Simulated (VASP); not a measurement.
Output of a VASP run:

**OSZICAR**
```
...
DAV:   1    -0.419323073361E+02    0.90186E-05   -0.22128E-02  1920   0.113E+00    0.274E-02
DAV:   2    -0.419323452059E+02   -0.37870E-04   -0.51762E-04  2112   0.171E-01    0.249E-02
DAV:   3    -0.419323446463E+02    0.55956E-06   -0.29806E-05  2672   0.384E-02    0.134E-02
DAV:   4    -0.419323435711E+02    0.10752E-05   -0.44166E-06  2608   0.187E-02    0.740E-03
DAV:   5    -0.419323433524E+02    0.21865E-06   -0.13097E-06  2520   0.102E-02    0.106E-03
DAV:   6    -0.419323433552E+02   -0.27694E-08   -0.90622E-08  1424   0.241E-03
  12 F= -.41932343E+02 E0= -.41932343E+02  d E =-.436331E-03
       N       E                     dE             d eps       ncg     rms          rms(c)
DAV:   1    -0.419328276079E+02   -0.48426E-03   -0.76059E-02  2272   0.297E+00    0.198E-01
DAV:   2    -0.419326935321E+02    0.13408E-03   -0.51470E-03  2016   0.552E-01    0.119E-01
DAV:   3    -0.419323897711E+02    0.30376E-03   -0.82461E-04  2664   0.256E-01    0.402E-02
DAV:   4    -0.419323665209E+02    0.23250E-04   -0.15287E-04  2552   0.106E-01    0.133E-02
DAV:   5    -0.419323657817E+02    0.73913E-06   -0.29589E-05  2408   0.403E-02    0.679E-03
DAV:   6    -0.419323655112E+02    0.27056E-06   -0.30868E-06  2720   0.145E-02    0.344E-03
DAV:   7    -0.419323655225E+02   -0.11385E-07   -0.98626E-07  2448   0.729E-03
  13 F= -.41932366E+02 E0= -.41932366E+02  d E =-.221674E-04
       N       E                     dE             d eps       ncg     rms          rms(c)
DAV:   1    -0.419325030885E+02   -0.13758E-03   -0.15362E-02  2272   0.134E+00    0.892E-02
DAV:   2    -0.419324757173E+02    0.27371E-04   -0.10357E-03  2008   0.248E-01    0.535E-02
DAV:   3    -0.419324141570E+02    0.61560E-04   -0.16276E-04  2680   0.114E-01    0.179E-02
DAV:   4    -0.419324096495E+02    0.45075E-05   -0.30354E-05  2528   0.475E-02    0.583E-03
DAV:   5    -0.419324095073E+02    0.14222E-06   -0.56875E-06  2400   0.178E-02    0.300E-03
DAV:   6    -0.419324094671E+02    0.40210E-07   -0.58903E-07  2472   0.638E-03
  14 F= -.41932409E+02 E0= -.41932409E+02  d E =-.661119E-04
       N       E                     dE             d eps       ncg     rms          rms(c)
DAV:   1    -0.419324783127E+02   -0.68805E-04   -0.45275E-02  2264   0.261E+00    0.116E-01
DAV:   2    -0.419326005761E+02   -0.12226E-03   -0.40255E-03  1976   0.452E-01    0.800E-02
DAV:   3    -0.419325042713E+02    0.96305E-04   -0.26501E-04  2688   0.131E-01    0.310E-02
DAV:   4    -0.419324864468E+02    0.17824E-04   -0.76675E-05  2688   0.788E-02    0.134E-02
DAV:   5    -0.419324848547E+02    0.15921E-05   -0.10724E-05  2624   0.310E-02    0.335E-03
DAV:   6    -0.419324848566E+02   -0.18931E-08   -0.68417E-07  2384   0.640E-03
  15 F= -.41932485E+02 E0= -.41932485E+02  d E =-.753895E-04
       N       E                     dE             d eps       ncg     rms          rms(c)
DAV:   1    -0.419324939568E+02   -0.91021E-05   -0.93136E-03  2256   0.118E+00    0.527E-02
DAV:   2    -0.419325191408E+02   -0.25184E-04   -0.82750E-04  1976   0.205E-01    0.364E-02
DAV:   3    -0.419324992989E+02    0.19842E-04   -0.54496E-05  2688   0.594E-02    0.141E-02
DAV:   4    -0.419324956942E+02    0.36047E-05   -0.15814E-05  2688   0.358E-02    0.604E-03
DAV:   5    -0.419324953696E+02    0.32459E-06   -0.21924E-06  2632   0.140E-02    0.153E-03
DAV:   6    -0.419324953675E+02    0.21187E-08   -0.11985E-07  1472   0.288E-03
  16 F= -.41932495E+02 E0= -.41932495E+02  d E =-.859005E-04
```

**OUTCAR**
```
------------------------ aborting loop because EDIFF is reached ----------------------------------------
  FORCE on cell =-STRESS in cart. coord.  units (eV):
  Direction    XX          YY          ZZ          XY          YZ          ZX
  --------------------------------------------------------------------------------------
  Total       -2.2764623     -2.2764623     -2.2782046      0.0000000     -0.0000000      0.0000000
  in kB      -53.6485498    -53.6485498    -53.6896079      0.0000000     -0.0000000      0.0000000
  external PRESSURE =     -53.6622358 kB  Pullay stress =       0.0000000 kB
  volume of cell :       67.98
      direct lattice vectors                 reciprocal lattice vectors
     3.981487113  0.000000000  0.000000000     0.251162435  0.000000000  0.000000000
     0.000000000  3.981487113 -0.000000000     0.000000000  0.251162435 -0.000000000
     0.000000000  0.000000000  4.288668099     0.000000000  0.000000000  0.233172625
 POSITION                                       TOTAL-FORCE (eV/Angst)
 -----------------------------------------------------------------------------------
      0.00000      0.00000      0.07103         0.000000      0.000000      0.003081
      1.99074      1.99074      2.28771         0.000000      0.000000      0.002264
      1.99074      1.99074      4.08778         0.000000     -0.000000     -0.000745
      0.00000      1.99074      2.06038        -0.000000     -0.000000     -0.002300
      1.99074      0.00000      2.06038         0.000000     -0.000000     -0.002300
 -----------------------------------------------------------------------------------
    total drift:                                0.000000      0.000000     -0.000529
  FREE ENERGIE OF THE ION-ELECTRON SYSTEM (eV)
  ---------------------------------------------------
  free  energy   TOTEN  =       -41.9324953675 eV

  energy  without entropy=      -41.9324953675  energy(sigma->0) =      -41.93249537

 reached required accuracy - stopping structural energy minimisation
```
(Selected blocks of OUTCAR.)

### POSCAR
```
BaTiO3
1
    4.0439101294     0.0000000000     0.0000000000
    0.0000000000     4.0439101294     0.0000000000
    0.0000000000     0.0000000000     4.1572876512
Ba Ti O
1 1 3
Direct
  0.0000000000   0.0000000000   0.0038885062
  0.5000000000   0.5000000000   0.5205695899
  0.5000000000   0.5000000000   0.9709979898
  0.0000000000   0.5000000000   0.4842719571
  0.5000000000   0.0000000000   0.4842719571
```

Question: Write an INCAR and KPOINTS that could have produced this output.

Answer: One answer among several that fit: the input of the run itself, PBEsol GGA, plane waves, VASP's PBE PAW potentials (set 64).

### INCAR
```
! general
SYSTEM =BaTiO3
PREC   =Accurate
ENCUT  =520
LREAL  =.FALSE.
LASPH  =.TRUE.

! electronic loop
EDIFF  =1E-7
NELM   =100
ALGO   =Normal
LMAXMIX=4

! smearing
ISMEAR =0
SIGMA  =0.05

! functional
GGA    =PS

! ions
IBRION =2
NSW    =30
ISIF   =4
EDIFFG =-0.01

! output
LWAVE  =.FALSE.
LCHARG =.FALSE.
```

KPOINTS:
```
Automatic mesh
0
Gamma
6 6 6
0 0 0
```

POTCAR, in this order: Ba_sv Ti_sv O (PBE.64 set). Program: vasp_std.

The compound is BaTiO3 in the tetragonal perovskite structure. This cell is one point of a volume scan, at 1.06 of the reference volume. Symmetry was kept, so distortions that lower it aren't found.
